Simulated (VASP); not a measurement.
# How U changes BeCo, part 2 of 2

Aim: follow the moments and the gap of BeCo as U grows. The start is a cell from a database of measured crystal structures.

VASP 6.6.1, plane waves and PAW; the level of theory is named at each step.

So far. Step 4 (Series over U, u type 2, U 2): Energy at zero smearing: -10.54081 eV. Step 4 (Series over U, u type 2, U 2): The run ends at a pressure of -12.01 GPa.

**5. Series over U, u type 1, U 4**

This step: PBEsol, DFT+U (Co d 4 eV), spin-polarised from a ferromagnetic start (one magnetic atom a cell); plane waves and PAW (Co, Be) (VASP 6.6.1).

Input file INCAR:

```
SYSTEM = BeCo
PREC = Accurate
ENCUT = 350
EDIFF = 1E-06
NELM = 150
ISMEAR = 1
SIGMA = 0.1
LREAL = .FALSE.
ALGO = Normal
GGA = PS
NBANDS = 12
ISPIN = 2
MAGMOM = 2 0
LDAU = .TRUE.
LDAUTYPE = 1
LDAUL = 2 -1
LDAUU = 4 0
LDAUJ = 0.5 0
LDAUPRINT = 1
LASPH = .TRUE.
LMAXMIX = 4
LORBIT = 11
LWAVE = .FALSE.
LCHARG = .FALSE.
KPAR = 2
AMIX = 0.2
BMIX = 1E-04
AMIX_MAG = 0.8
BMIX_MAG = 1E-04
NEDOS = 1200
```

Input file POSCAR:

```
BeCo
1.0
    2.6060000000      0.0000000000      0.0000000000
    0.0000000000      2.6060000000      0.0000000000
    0.0000000000      0.0000000000      2.6060000000
Co Be
1 1
Direct
    0.5000000000      0.5000000000      0.5000000000
    0.0000000000      0.0000000000      0.0000000000
```

Input file KPOINTS:

```
Automatic mesh
0
Gamma
7 7 7
0 0 0
```

PAW data sets: Co and Be (PBE family, release 64).

The run is started by

```bash
$ mpirun -np 2 vasp_std
```

Output:

```text
[... set-up lines as in an earlier step ...]
 entering main loop
       N       E                     dE             d eps       ncg     rms          rms(c)
DAV:   1     0.264921218381E+02    0.26492E+02   -0.42446E+03   968   0.791E+02
DAV:   2    -0.103826497052E+02   -0.36875E+02   -0.34298E+02  1004   0.154E+02
DAV:   3    -0.113747073752E+02   -0.99206E+00   -0.98795E+00  1108   0.312E+01
DAV:   4    -0.113841530475E+02   -0.94457E-02   -0.94429E-02  1136   0.274E+00
[...]
DAV:  15    -0.921203969322E+01   -0.25055E-04   -0.19673E-04  1140   0.104E-01    0.782E-03
DAV:  16    -0.921204230839E+01   -0.26152E-05   -0.77029E-06   888   0.249E-02    0.404E-03
DAV:  17    -0.921204267660E+01   -0.36820E-06   -0.29770E-06   580   0.180E-02
   1 F= -.92120427E+01 E0= -.92125325E+01  d E =0.146942E-02  mag=     0.6775
```

It took 4.4 s on 2 MPI ranks of AMD EPYC 7R13 (Zen 3), shared host; peak memory 0.18 GiB.

Parts of OUTCAR (step 5):

```text
  Total       -1.4972617     -1.4972617     -1.4972617     -0.0000000      0.0000000      0.0000000
  in kB     -135.5454907   -135.5454907   -135.5454907     -0.0000000      0.0000000      0.0000000
  external PRESSURE =    -135.5454907 kB  Pullay stress =       0.0000000 kB

  FREE ENERGIE OF THE ION-ELECTRON SYSTEM (eV)
  ---------------------------------------------------
  free  energy   TOTEN  =        -9.2120426766 eV

  energy  without entropy=       -9.2135120989  energy(sigma->0) =       -9.21253248

 magnetization (x)
# of ion       s       p       d       tot
------------------------------------------
    1       -0.006  -0.003   0.786   0.777
    2       -0.014  -0.049   0.000  -0.063
--------------------------------------------------
tot         -0.020  -0.052   0.786   0.714

[... 3 parts as in an earlier step ...]

[... 1 further part left out ...]
[key lines of the parts left out:]
E-fermi :   8.4382
```

Spin moment in the PAW sphere by atom:

```csv
atom,spin moment in the PAW sphere (μB)
Co1,0.777
Be2,-0.063
```

Energy at zero smearing: -9.21253 eV.

The run ends at a pressure of -13.55 GPa.

**6. Series over U, u type 2, U 5**

This step: PBEsol, DFT+U (Co d 5 eV), spin-polarised from a ferromagnetic start (one magnetic atom a cell); plane waves and PAW (Co, Be) (VASP 6.6.1).

Edit INCAR of step 5 so:

```diff
@@ -14,6 +14,6 @@
 LDAU = .TRUE.
-LDAUTYPE = 1
+LDAUTYPE = 2
 LDAUL = 2 -1
-LDAUU = 4 0
-LDAUJ = 0.5 0
+LDAUU = 5 0
+LDAUJ = 0 0
 LDAUPRINT = 1
```

POSCAR is that of step 5.

KPOINTS is that of step 5.

The run is started by

```bash
$ mpirun -np 2 vasp_std
```

Output:

```text
[... set-up lines as in an earlier step ...]
 entering main loop
       N       E                     dE             d eps       ncg     rms          rms(c)
DAV:   1     0.280993904725E+02    0.28099E+02   -0.42594E+03   968   0.793E+02
DAV:   2    -0.888783070913E+01   -0.36987E+02   -0.34387E+02  1004   0.154E+02
DAV:   3    -0.995782390561E+01   -0.10700E+01   -0.10660E+01  1112   0.326E+01
DAV:   4    -0.996740006104E+01   -0.95762E-02   -0.95734E-02  1124   0.277E+00
[...]
DAV:   8    -0.783526693285E+01    0.35549E-02   -0.25234E-02  1104   0.223E+00    0.163E+00
DAV:   9    -0.784588857572E+01   -0.10622E-01   -0.39551E-02  1032   0.202E+00    0.130E+00
DAV:  10    -0.783839067829E+01    0.74979E-02   -0.51017E-03  1048   0.703E-01    0.112E+00
[... 130 further cycles ...]
DAV: 141    -0.786264594202E+01   -0.16070E-01   -0.94697E-03  1124   0.846E-01    0.162E+00
DAV: 142    -0.786156820575E+01    0.10777E-02   -0.16731E-04  1020   0.126E-01    0.162E+00
DAV: 143    -0.785791506204E+01    0.36531E-02   -0.51054E-04  1024   0.219E-01    0.164E+00
DAV: 144    -0.785237660786E+01    0.55385E-02   -0.12795E-03  1040   0.360E-01    0.161E+00
[...]
DAV: 148    -0.783255390238E+01    0.33506E-02   -0.88025E-04   992   0.254E-01    0.992E-01
DAV: 149    -0.782936182323E+01    0.31921E-02   -0.10188E-03  1036   0.292E-01    0.891E-01
DAV: 150    -0.782643578377E+01    0.29260E-02   -0.10841E-03  1044   0.309E-01
 [... a notice as in an earlier step ...]

   1 F= -.78264358E+01 E0= -.78265199E+01  d E =0.252428E-03  mag=     1.2801
```

The job ended after 32 s (2 MPI ranks; peak memory 0.2 GiB).

OUTCAR, selected parts (step 6):

```text
atom =   1  type =  1  l = 2

 onsite density matrix

spin component  1

  0.9021  0.0000  0.0000 -0.0000  0.0000
  0.0000  0.9021 -0.0000 -0.0000 -0.0000
  0.0000 -0.0000  0.9091 -0.0000  0.0000
 -0.0000 -0.0000 -0.0000  0.9021 -0.0000
  0.0000 -0.0000  0.0000 -0.0000  0.9091

spin component  2

  0.5958  0.0000  0.0000 -0.0000  0.0000
  0.0000  0.5958 -0.0000 -0.0000 -0.0000
  0.0000 -0.0000  0.6113 -0.0000  0.0000
 -0.0000 -0.0000 -0.0000  0.5958 -0.0000
  0.0000 -0.0000  0.0000 -0.0000  0.6113

 occupancies and eigenvectors

  o =  0.5958  v =  0.0000  0.0000  0.0000  0.0000  0.0000 -0.0000  0.9879  0.0000  0.1550  0.0000      0.0000  0.0000  0.0000  0.0000  0.0000  0.0000  0.0000  0.0000  0.0000  0.0000
  o =  0.5958  v =  0.0000  0.0000  0.0000  0.0000  0.0000  0.0000 -0.1550 -0.0000  0.9879  0.0000      0.0000  0.0000  0.0000  0.0000  0.0000  0.0000  0.0000  0.0000  0.0000  0.0000
  o =  0.5958  v =  0.0000  0.0000  0.0000  0.0000  0.0000  1.0000  0.0000 -0.0000 -0.0000 -0.0000      0.0000  0.0000  0.0000  0.0000  0.0000  0.0000  0.0000  0.0000  0.0000  0.0000
  o =  0.6113  v =  0.0000  0.0000  0.0000  0.0000  0.0000 -0.0000  0.0000  0.0000  0.0000 -1.0000      0.0000  0.0000  0.0000  0.0000  0.0000  0.0000  0.0000  0.0000  0.0000  0.0000
  o =  0.6113  v =  0.0000  0.0000  0.0000  0.0000  0.0000 -0.0000  0.0000 -1.0000 -0.0000 -0.0000      0.0000  0.0000  0.0000  0.0000  0.0000  0.0000  0.0000  0.0000  0.0000  0.0000
  o =  0.9021  v = -0.0000  0.9944 -0.0000  0.1056  0.0000  0.0000  0.0000  0.0000  0.0000  0.0000      0.0000  0.0000  0.0000  0.0000  0.0000  0.0000  0.0000  0.0000  0.0000  0.0000
  o =  0.9021  v =  0.0000 -0.1056 -0.0000  0.9944  0.0000  0.0000  0.0000  0.0000  0.0000  0.0000      0.0000  0.0000  0.0000  0.0000  0.0000  0.0000  0.0000  0.0000  0.0000  0.0000
  o =  0.9021  v = -1.0000 -0.0000  0.0000  0.0000  0.0000  0.0000  0.0000  0.0000  0.0000  0.0000      0.0000  0.0000  0.0000  0.0000  0.0000  0.0000  0.0000  0.0000  0.0000  0.0000
  o =  0.9091  v = -0.0000  0.0000  0.0000  0.0000 -1.0000  0.0000  0.0000  0.0000  0.0000  0.0000      0.0000  0.0000  0.0000  0.0000  0.0000  0.0000  0.0000  0.0000  0.0000  0.0000
  o =  0.9091  v =  0.0000  0.0000  1.0000  0.0000  0.0000  0.0000  0.0000  0.0000  0.0000  0.0000      0.0000  0.0000  0.0000  0.0000  0.0000  0.0000  0.0000  0.0000  0.0000  0.0000

 spin component 1
 k-point     1 :       0.0000    0.0000    0.0000
  band No.  band energies     occupation
    ...
      2       3.8940      1.00000
      3       3.8940      1.00000
      4       6.2508      1.00000
      5       6.2508      1.00000
      6       6.2508      1.00000
      7      16.3425      0.00000
      8      16.3425      0.00000
      9      16.3425      0.00000
     10      22.6953      0.00000
     11      22.6953      0.00000
    ...

 k-point     2 :       0.1429    0.0000    0.0000
  band No.  band energies     occupation
    ...
      2       3.9670      1.00000
      3       4.0237      1.00000
      4       6.0359      1.00000
      5       6.0359      1.00000
      6       6.2671      1.00000
      7      14.1631      0.00000
      8      16.9226      0.00000
      9      16.9226      0.00000
     10      22.8617      0.00000
     11      25.0003      0.00000
    ...

  Total       -0.2561154     -0.2561154     -0.2561154     -0.0000000      0.0000000     -0.0000000
  in kB      -23.1858469    -23.1858469    -23.1858469     -0.0000000      0.0000000     -0.0000000
  external PRESSURE =     -23.1858469 kB  Pullay stress =       0.0000000 kB

  FREE ENERGIE OF THE ION-ELECTRON SYSTEM (eV)
  ---------------------------------------------------
  free  energy   TOTEN  =        -7.8264357838 eV

  energy  without entropy=       -7.8266882114  energy(sigma->0) =       -7.82651993

 magnetization (x)
# of ion       s       p       d       tot
------------------------------------------
    1        0.004  -0.022   1.426   1.409
    2       -0.025  -0.086   0.000  -0.112
--------------------------------------------------
tot         -0.021  -0.108   1.426   1.298

[... 9 parts as in an earlier step ...]

[... 16 further parts left out ...]
[key lines of the parts left out:]
E-fermi :   8.7960
```

The electronic loop did not meet EDIFF within NELM cycles, so this run is left out of the comparison.

**7. Summary**

This step: DFT+U series, PBEsol; plane waves and PAW (VASP 6.6.1).

This step runs nothing: it gathers the runs above.

Energies at different U are not comparable. U series, by row:

```csv
U (eV),J (eV),LDAUTYPE,start,energy (eV/atom),mean moment (μB),gap on the mesh (eV),pressure (GPa)
1,0,2,fm,-5.724,0.709,0,-9.775
2,0,2,fm,-5.27,0.566,0,-12.01
4,0.5,1,fm,-4.606,0.777,0,-13.55
```

**8. Outcome**

```
U = 1 eV, J = 0 eV, fm start   : mean size of the moments 0.71 μB
U = 2 eV, J = 0 eV, fm start   : mean size of the moments 0.57 μB
U = 4 eV, J = 0.5 eV, fm start : mean size of the moments 0.78 μB
```

For the ferromagnetic start without J, from U = 1 to 2 eV the mean moment goes from 0.71 to 0.57 μB, the cell stays metallic, and the pressure goes from -9.8 to -12.0 GPa. A jump between neighbouring rows can also mean that the runs ended in different spin or orbital states. U acts inside the PAW spheres, so the same number means something else in a code with other projectors.

[Lines on the potential files, build, host, timing and source positions are cut from VASP's logs without a mark.]

[Logs are printed without paths, hosts, clocks, repeated set-up lines and the standing remarks that a program may print on its own settings, such as how far it seeks lower states.]

[Hosts, paths, dates, database ids (printed as entryN), source tags and the programs' standing remarks are cut or masked in the printed files.]

[In band tables of VASP the shares of atoms and orbitals are scaled to a sum of 1 inside the atoms' spheres.]

[Runs that stopped without an error message from VASP are left out.]
